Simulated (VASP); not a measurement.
# GeSiH₃ClO: harmonic vibrations of a molecule

GeSiH₃ClO, molecule in box, 7 atoms in the cell. PBE, harmonic vibrations; PAW potentials Cl, Si, O, Ge_d, H (PBE set).

## Input

INCAR.step1:
```
PREC     = Accurate       # precision mode
ENCUT    = 400            # plane-wave cutoff, eV
EDIFF    = 1E-8           # SCF threshold, eV
ISMEAR   = 0              # smearing method
SIGMA    = 0.01           # smearing width, eV
ISYM     = 0            
LREAL    = False          # projectors in reciprocal space
LASPH    = True           # aspherical terms in the spheres
NELM     = 100            # most SCF steps
ALGO     = Normal         # electronic algorithm
LWAVE    = False          # write WAVECAR
LCHARG   = False          # write CHGCAR
IBRION   = 2              # ionic algorithm
NSW      = 60             # ionic steps
ISIF     = 2              # what is computed and relaxed
EDIFFG   = -0.002         # ionic threshold
POTIM    = 0.5            # step
```

INCAR.step2, as INCAR.step1 but for:
```
- IBRION = 2
- NSW = 60
- ISIF = 2
- EDIFFG = -0.002
- POTIM = 0.5
+ IBRION = 5
+ NFREE = 2
+ POTIM = 0.015
+ NSW = 1
```

KPOINTS:
```
k-points
0
Gamma
  1 1 1
```

POSCAR.step1:
```
SiGeH3ClO
1.0
   12.0000000000      0.0000000000      0.0000000000
    0.0000000000     14.0000000000      0.0000000000
    0.0000000000      0.0000000000     12.0000000000
Cl Si O Ge H
1 1 1 1 3
Direct
    0.5866625000      0.3313964300      0.5705541700
    0.4853291700      0.4350107100      0.5074291700
    0.5410875000      0.5101107100      0.4194625000
    0.5115041700      0.5915178600      0.5431541700
    0.3796041700      0.3883178600      0.4755458300
    0.4327541700      0.6716035700      0.5052291700
    0.6225625000      0.6313535700      0.5862041700
```

Commands (each step's output is kept before the next begins):
```
cat potpaw_PBE.64/Cl/POTCAR potpaw_PBE.64/Si/POTCAR potpaw_PBE.64/O/POTCAR potpaw_PBE.64/Ge_d/POTCAR potpaw_PBE.64/H/POTCAR > POTCAR
cp INCAR.step1 INCAR
cp POSCAR.step1 POSCAR
mpirun -np 8 vasp_gam > vasp.out
cp CONTCAR POSCAR
cp INCAR.step2 INCAR
mpirun -np 8 vasp_gam > vasp.out
```

## Result

- Vibrations (cm⁻¹; a negative value is imaginary): 2192, 2077, 2048, 909, 842, 787, 687, 606, 559, 533, 415, 351, 341, 212, 113
- Zero-point energy (eV): 0.786
- Translations and rotations, which should read zero (cm⁻¹): -18, -16, -5, 3, 6, 14
- Vibrational entropy at 298 K (meV/K): 0.474
- Displaced cells: 42
- Ionic steps, all stages: 72
- Electronic steps, all stages: 1259

VASP 6.6.1 took 2266 s on 8 cores (Intel Xeon Platinum 8259CL @ 2.50GHz (Skylake/Cascade Lake)), a shared host.
